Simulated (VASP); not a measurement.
A convergence study with VASP on CoSi$_{2}$ (space group Fm-3m): one setting is varied, all else stays as given below, so the limit is that of these other settings. Each run relaxes cell and ions from the cell shown. The basis is that of the starting cell, so low cut-offs carry a Pulay error.

```
CoSi2
1.0
    0.00000     2.67196     2.67196
    2.67196     0.00000     2.67196
    2.67196     2.67196     0.00000
Co Si
1 2
Direct
  0.00000   0.00000   0.00000
  0.25000   0.25000   0.25000
  0.75000   0.75000   0.75000
```

The numbers are results of PBEsol GGA, VASP's PBE PAW potentials (set 64) (plane waves; VASP), not measurements. The tightest run used: 600 eV cut-off, 11×11×11 Γ-centred mesh, Fermi-Dirac smearing of 0.10 eV, potentials Co Si.

| setting | relaxed volume (Å³/atom) | E (eV/atom) | plane waves |
|---|---|---|---|
| ENCUT = 180 | 11.016 | -7.0774 | 220 |
| ENCUT = 210 | 11.767 | -6.9843 | 275 |
| ENCUT = 255 | 12.361 | -6.9825 | 361 |

### Question
These are the cheaper rows. Estimate the results at ENCUT = 600, and how far the last row shown lies from them.

### Answer

```json
[
 {"quantity": "relaxed volume (Å³/atom)", "tightest run": "12.499", "last row shown is off by": "-0.137"},
 {"quantity": "E (eV/atom)", "tightest run": "-6.9944", "last row shown is off by": "0.0120"}
]
```

Left out are rungs that failed or repeat a setting and relaxations that didn't move; long series are thinned to 24 rows.

The structure is a typed CoSi2 crystal (space group no. 225). The run is not spin-polarised, so no magnetic state was tried. The electron count is odd and the run is not spin-polarised, which forces a metal.
